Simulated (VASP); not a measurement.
OSZICAR of a VASP run on Pr3In (atoms displaced from the space group 221 structure):

OSZICAR:
```
       N       E                     dE             d eps       ncg     rms          rms(c)
DAV:   1     0.583510480274E+03    0.58351E+03   -0.13861E+04  1912   0.148E+03
DAV:   2     0.865841995879E+02   -0.49693E+03   -0.48930E+03  2776   0.518E+02
DAV:   3    -0.125405685167E+02   -0.99125E+02   -0.97200E+02  3128   0.259E+02
DAV:   4    -0.269133506123E+02   -0.14373E+02   -0.13513E+02  3748   0.936E+01
DAV:   5    -0.300669867090E+02   -0.31536E+01   -0.30677E+01  3784   0.429E+01    0.585E+01
DAV:   6    -0.654486532319E+02   -0.35382E+02   -0.69347E+02  2928   0.106E+02    0.735E+01
DAV:   7    -0.225041075471E+02    0.42945E+02   -0.35028E+02  3480   0.155E+02    0.636E+01
DAV:   8    -0.216936395201E+02    0.81047E+00   -0.29768E+02  3744   0.101E+02    0.339E+01
DAV:   9    -0.338360083651E+02   -0.12142E+02   -0.22748E+02  3544   0.811E+01    0.556E+01
DAV:  10    -0.282211000719E+02    0.56149E+01   -0.83093E+01  3614   0.644E+01    0.411E+01
DAV:  11    -0.266670186798E+02    0.15541E+01   -0.12520E+01  3608   0.180E+01    0.357E+01
DAV:  12    -0.242921494046E+02    0.23749E+01   -0.31541E+00  3584   0.108E+01    0.275E+01
DAV:  13    -0.228149297805E+02    0.14772E+01   -0.22750E+00  3584   0.845E+00    0.217E+01
DAV:  14    -0.229549932498E+02   -0.14006E+00   -0.64162E-01  3776   0.508E+00    0.236E+01
DAV:  15    -0.229943266425E+02   -0.39333E-01   -0.16743E-01  3662   0.321E+00    0.237E+01
DAV:  16    -0.225640326202E+02    0.43029E+00   -0.11627E+00  3568   0.404E+00    0.183E+01
DAV:  17    -0.222902945314E+02    0.27374E+00   -0.14128E+00  3732   0.559E+00    0.170E+01
DAV:  18    -0.223183075096E+02   -0.28013E-01   -0.25251E-01  3728   0.225E+00    0.168E+01
DAV:  19    -0.225000696461E+02   -0.18176E+00   -0.38179E-01  3480   0.254E+00    0.178E+01
DAV:  20    -0.225903641836E+02   -0.90295E-01   -0.12933E-01  3734   0.184E+00    0.175E+01
DAV:  21    -0.218827417167E+02    0.70762E+00   -0.37220E+00  3128   0.122E+01    0.227E+01
DAV:  22    -0.217779878395E+02    0.10475E+00   -0.13713E+00  3792   0.681E+00    0.325E+01
DAV:  23    -0.219829399351E+02   -0.20495E+00   -0.20296E+00  3496   0.649E+00    0.406E+01
DAV:  24    -0.221459309033E+02   -0.16299E+00   -0.81362E-01  3808   0.368E+00    0.420E+01
DAV:  25    -0.221924373566E+02   -0.46506E-01   -0.51572E-01  3792   0.314E+00    0.440E+01
DAV:  26    -0.221733613269E+02    0.19076E-01   -0.20248E-01  3736   0.166E+00    0.441E+01
DAV:  27    -0.221365621555E+02    0.36799E-01   -0.10765E-01  3584   0.146E+00    0.441E+01
DAV:  28    -0.221263246944E+02    0.10237E-01   -0.90120E-02  3560   0.122E+00    0.439E+01
DAV:  29    -0.221851896623E+02   -0.58865E-01   -0.48564E-02  3680   0.952E-01    0.446E+01
DAV:  30    -0.221870999623E+02   -0.19103E-02   -0.30653E-02  3534   0.830E-01    0.445E+01
DAV:  31    -0.219015198958E+02    0.28558E+00   -0.26747E-01  3568   0.244E+00    0.411E+01
DAV:  32    -0.215396020204E+02    0.36192E+00   -0.62608E-01  3584   0.325E+00    0.380E+01
DAV:  33    -0.215573402179E+02   -0.17738E-01   -0.31028E-01  3808   0.257E+00    0.361E+01
DAV:  34    -0.213683748326E+02    0.18897E+00   -0.41204E-01  3528   0.336E+00    0.344E+01
DAV:  35    -0.215223209386E+02   -0.15395E+00   -0.90922E-01  3704   0.415E+00    0.336E+01
DAV:  36    -0.215531279415E+02   -0.30807E-01   -0.20586E-01  3808   0.203E+00    0.343E+01
DAV:  37    -0.215354848948E+02    0.17643E-01   -0.92847E-02  3792   0.125E+00    0.343E+01
DAV:  38    -0.215348868668E+02    0.59803E-03   -0.45269E-02  3696   0.683E-01    0.343E+01
DAV:  39    -0.214781896349E+02    0.56697E-01   -0.10657E-01  3552   0.150E+00    0.323E+01
DAV:  40    -0.215161023463E+02   -0.37913E-01   -0.35159E-02  3752   0.821E-01    0.328E+01
DAV:  41    -0.215733901383E+02   -0.57288E-01   -0.17564E-01  3240   0.228E+00    0.294E+01
DAV:  42    -0.215769532314E+02   -0.35631E-02   -0.28907E-02  3704   0.989E-01    0.293E+01
DAV:  43    -0.215895813383E+02   -0.12628E-01   -0.39434E-02  3520   0.113E+00    0.294E+01
DAV:  44    -0.216023440648E+02   -0.12763E-01   -0.20501E-01  3344   0.244E+00    0.249E+01
DAV:  45    -0.217998574650E+02   -0.19751E+00   -0.34151E-01  3360   0.286E+00    0.225E+01
DAV:  46    -0.219446059852E+02   -0.14475E+00   -0.21936E-01  3448   0.280E+00    0.191E+01
DAV:  47    -0.219641301721E+02   -0.19524E-01   -0.14511E-01  3640   0.196E+00    0.180E+01
DAV:  48    -0.220076804577E+02   -0.43550E-01   -0.14437E-01  3568   0.200E+00    0.168E+01
DAV:  49    -0.220792075799E+02   -0.71527E-01   -0.94014E-02  3488   0.156E+00    0.157E+01
DAV:  50    -0.221182754612E+02   -0.39068E-01   -0.68794E-02  3656   0.111E+00    0.156E+01
DAV:  51    -0.221600666561E+02   -0.41791E-01   -0.85648E-02  3464   0.140E+00    0.160E+01
DAV:  52    -0.221640499503E+02   -0.39833E-02   -0.26030E-02  3776   0.753E-01    0.161E+01
DAV:  53    -0.221593013620E+02    0.47486E-02   -0.25208E-02  3464   0.728E-01    0.154E+01
DAV:  54    -0.221608728196E+02   -0.15715E-02   -0.36308E-02  3416   0.825E-01    0.146E+01
DAV:  55    -0.221729047544E+02   -0.12032E-01   -0.55050E-02  3320   0.131E+00    0.145E+01
DAV:  56    -0.221531819760E+02    0.19723E-01   -0.58315E-02  3512   0.129E+00    0.133E+01
DAV:  57    -0.221507538265E+02    0.24281E-02   -0.38450E-02  3504   0.117E+00    0.131E+01
DAV:  58    -0.221452218230E+02    0.55320E-02   -0.60850E-02  3536   0.990E-01    0.128E+01
DAV:  59    -0.221669899501E+02   -0.21768E-01   -0.32415E-02  3566   0.851E-01    0.131E+01
DAV:  60    -0.221749600702E+02   -0.79701E-02   -0.27011E-02  3584   0.602E-01    0.134E+01
DAV:  61    -0.221362688109E+02    0.38691E-01   -0.21402E+00  3352   0.709E+00    0.167E+01
DAV:  62    -0.221457949894E+02   -0.95262E-02   -0.54539E-01  3654   0.443E+00    0.139E+01
DAV:  63    -0.220848135989E+02    0.60981E-01   -0.45744E-01  3472   0.251E+00    0.103E+01
DAV:  64    -0.221138251544E+02   -0.29012E-01   -0.22057E-01  3600   0.177E+00    0.937E+00
DAV:  65    -0.221148474478E+02   -0.10223E-02   -0.19555E-01  3416   0.154E+00    0.837E+00
DAV:  66    -0.220394780365E+02    0.75369E-01   -0.38296E-01  3424   0.267E+00    0.689E+00
DAV:  67    -0.220049811028E+02    0.34497E-01   -0.33826E-01  3416   0.232E+00    0.557E+00
DAV:  68    -0.220199568295E+02   -0.14976E-01   -0.19912E-01  3776   0.169E+00    0.554E+00
DAV:  69    -0.220452487553E+02   -0.25292E-01   -0.98853E-02  3776   0.110E+00    0.564E+00
DAV:  70    -0.220533551107E+02   -0.81064E-02   -0.56788E-02  3760   0.761E-01    0.575E+00
DAV:  71    -0.220583559672E+02   -0.50009E-02   -0.91932E-02  3440   0.119E+00    0.668E+00
DAV:  72    -0.220835316698E+02   -0.25176E-01   -0.51141E-02  3456   0.101E+00    0.652E+00
DAV:  73    -0.220951831520E+02   -0.11651E-01   -0.31649E-02  3584   0.709E-01    0.599E+00
DAV:  74    -0.221079817790E+02   -0.12799E-01   -0.32844E-02  3560   0.687E-01    0.545E+00
DAV:  75    -0.221224185948E+02   -0.14437E-01   -0.25910E-02  3568   0.625E-01    0.490E+00
DAV:  76    -0.221457635005E+02   -0.23345E-01   -0.62332E-02  3512   0.106E+00    0.379E+00
DAV:  77    -0.221539636002E+02   -0.82001E-02   -0.18031E-02  3504   0.748E-01    0.357E+00
DAV:  78    -0.221620542139E+02   -0.80906E-02   -0.16638E-02  3424   0.565E-01    0.302E+00
DAV:  79    -0.221680025669E+02   -0.59484E-02   -0.11522E-02  3576   0.507E-01    0.242E+00
DAV:  80    -0.221709996489E+02   -0.29971E-02   -0.73038E-03  3760   0.353E-01    0.218E+00
DAV:  81    -0.221736647773E+02   -0.26651E-02   -0.14095E-02  3368   0.534E-01    0.187E+00
DAV:  82    -0.221730677544E+02    0.59702E-03   -0.66228E-03  3560   0.453E-01    0.193E+00
DAV:  83    -0.221737986654E+02   -0.73091E-03   -0.42289E-03  3656   0.274E-01    0.174E+00
DAV:  84    -0.221750418655E+02   -0.12432E-02   -0.34966E-03  3536   0.250E-01    0.153E+00
DAV:  85    -0.221751432728E+02   -0.10141E-03   -0.18110E-03  3776   0.166E-01    0.149E+00
DAV:  86    -0.221754285619E+02   -0.28529E-03   -0.13015E-02  3440   0.496E-01    0.847E-01
DAV:  87    -0.221776854169E+02   -0.22569E-02   -0.38894E-03  3608   0.336E-01    0.776E-01
DAV:  88    -0.221781074497E+02   -0.42203E-03   -0.33640E-03  3600   0.209E-01    0.714E-01
DAV:  89    -0.221784673987E+02   -0.35995E-03   -0.25811E-03  3528   0.182E-01    0.573E-01
DAV:  90    -0.221786905259E+02   -0.22313E-03   -0.24754E-03  3664   0.160E-01    0.514E-01
DAV:  91    -0.221790047051E+02   -0.31418E-03   -0.24815E-03  3584   0.164E-01    0.505E-01
DAV:  92    -0.221791236039E+02   -0.11890E-03   -0.23435E-03  3624   0.151E-01    0.534E-01
DAV:  93    -0.221788030416E+02    0.32056E-03   -0.39652E-03  3272   0.208E-01    0.569E-01
DAV:  94    -0.221789585107E+02   -0.15547E-03   -0.27469E-03  3664   0.167E-01    0.604E-01
DAV:  95    -0.221788127505E+02    0.14576E-03   -0.25772E-03  3568   0.156E-01    0.635E-01
DAV:  96    -0.221803580536E+02   -0.15453E-02   -0.63980E-03  3312   0.385E-01    0.401E-01
DAV:  97    -0.221810782232E+02   -0.72017E-03   -0.22910E-03  3640   0.207E-01    0.406E-01
DAV:  98    -0.221807217071E+02    0.35652E-03   -0.10811E-03  3368   0.143E-01    0.411E-01
DAV:  99    -0.221809370126E+02   -0.21531E-03   -0.96270E-04  3496   0.123E-01    0.398E-01
DAV: 100    -0.221816501906E+02   -0.71318E-03   -0.14747E-03  3344   0.157E-01
   1 F= -.22181650E+02 E0= -.22095724E+02  d E =-.171852E+00  mag=     7.4524
```

### Question
Which electronic solver shows in the log?

### Answer
It is blocked Davidson (ALGO = Normal, or the opening steps of other solvers). The INCAR had ALGO = Normal.

### Question
How was spin treated?

### Answer
Collinear spin (ISPIN = 2): the summary line carries one mag value, 7.45 μB in the cell.

### Question
Can the final energy be trusted as converged?

### Answer
Convergence was not reached. It stopped with EDIFF = 1E-6, NELM = 100 (PBEsol GGA, plane waves, VASP's PBE PAW potentials (set 64)).

The structure comes from a measured Pr3In entry of the Crystallography Open Database, whose conditions weren't checked. The cell was not relaxed at this level, atoms are displaced from their ideal sites. The k-mesh is coarse (spacing up to 0.43 per Å, 2π included), so the numbers may not be converged in it. VASP warned that the highest band is occupied, so more bands are needed.
